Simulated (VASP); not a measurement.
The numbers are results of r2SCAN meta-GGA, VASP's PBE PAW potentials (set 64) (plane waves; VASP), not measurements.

VASP ran on this input.

**INCAR**
```
SYSTEM=Ni
PREC=Accurate
LMAXMIX=4
NELM=100   # most electronic steps
LCHARG=.FALSE.
LASPH=.TRUE.
EDIFF=1E-6   # SCF stop (eV)
LREAL=.FALSE.   # projection in real space or not
ALGO=Normal   # blocked Davidson
LORBIT=10
IBRION=2   # conjugate gradients
MAGMOM=0.8
LMIXTAU=.TRUE.
METAGGA=R2SCAN
LWAVE=.FALSE.
NSW=60   # most ionic steps
ENCUT=400
ISPIN=2   # spin-polarised
EDIFFG=-0.01   # ionic stop
ISIF=3   # ions, shape and volume
ISMEAR=1
SIGMA=0.1   # width (eV)
```

### KPOINTS
```
kpoints
0
gamma
  16 16 16
```

POSCAR:
```
Ni
1.0
  0.0000000000   1.7600000000   1.7600000000
  1.7600000000   0.0000000000   1.7600000000
  1.7600000000   1.7600000000   0.0000000000
Ni
1
Cart
  0.0000000000   0.0000000000   0.0000000000
```

POTCAR, in this order: Ni (PBE.64 set). Program: vasp_std.

Q: What will the output report for the number of irreducible k-points (NKPTS), largest plane-wave count, number of space-group operations, FFT grid (NGX, NGY, NGZ)?

A: 
The number of irreducible k-points (NKPTS) comes out as 145. The largest plane-wave count is 210 and the number of space-group operations comes out as 48. The FFT grid (NGX, NGY, NGZ) is 16 × 16 × 16.

The compound is Ni in the fcc structure. This run relaxes it. Symmetry was kept, so distortions that lower it aren't found.
